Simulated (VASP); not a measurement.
Y3F:

```
Y F
1.0
     6.26665    0.00000    0.00000
    -3.13333    5.42708    0.00000
     0.00000    0.00000    3.36199
Y F
3 1
Direct
  0.50000 0.00000 0.00000
  0.00000 0.50000 0.00000
  0.50000 0.50000 0.00000
  0.00000 0.00000 0.00000
```

The cell was built by a generator and needn't be a form met in nature.

Base run:

* Program: VASP 6.6.1
* Functional: PBEsol
* Potentials or basis: VASP PAW PBE potentials, release 64 (Y_sv, F)
* Cutoff: 520 eV
* k mesh: 4 × 4 × 6
* Occupations: fermi-dirac, width 0.05 eV
* Spin: no spin polarisation

Its results: pressure -2.1 GPa.

Task: After a change of settings the same cell gave: pressure 0.9 GPa. Which change was it?
A. functional from PBEsol to r2SCAN; further incar settings from ALGO = Fast; EDIFF = 1e-06 to ALGO = Normal; EDIFF = 1e-06
B. functional from PBEsol to LDA; potentials or basis from VASP PAW PBE potentials, release 64 (Y_sv, F) to VASP PAW LDA potentials, release 64 (Y_sv, F)
C. functional from PBEsol to revPBE
D. functional from PBEsol to SCAN; further incar settings from ALGO = Fast; EDIFF = 1e-06 to ALGO = Normal; EDIFF = 1e-06

Result: C.

revPBE binds less tightly than PBEsol, so the same cell stands under more pressure.

Caveats: the PAW data sets were made with another functional, which shifts forces and pressure a little.

Runs at the PBE level aren't shown here.
